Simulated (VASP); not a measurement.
Input:

```xyz
2
Lattice="0.0000 3.0745 3.0745 3.0745 0.0000 3.0745 3.0745 3.0745 0.0000" Properties=species:S:1:pos:R:3 pbc="T T T"
Pb     0.0000     0.0000     0.0000
Se     3.0745     3.0745     3.0745
```

All values below come from r2SCAN+rVV10, VASP's PBE PAW potentials (set 64) (plane waves; VASP 6.6.1). Run with 520 eV cut-off, 8×8×8 Γ-centred mesh, Gaussian smearing of 0.050 eV, potentials Pb_d Se.

Q: Give the energy at these volumes per atom, relative to the lowest: 27.28, 28.15, 29.02, 29.89, 30.76 Å³.

A: 20.6, 5.1, 0.0, 3.8, 15.1 meV/atom. A third-order Birch-Murnaghan fit gives B0 = 53.9 GPa and B0′ = 4.4.

Measured: a 6.105 Å at 120 K (computed value off by +0.7 %), as given by Noda, Masumoto, Ohba, Saito, Toriumi, Iwata, Shibuya, Acta Cryst. C 43, 1443 (1987), by a structure database's card. The calculation is for a static lattice, while the measured a holds thermal and zero-point effects, which are part of the difference.

The compound is PbSe in the rock salt structure. It was relaxed first.
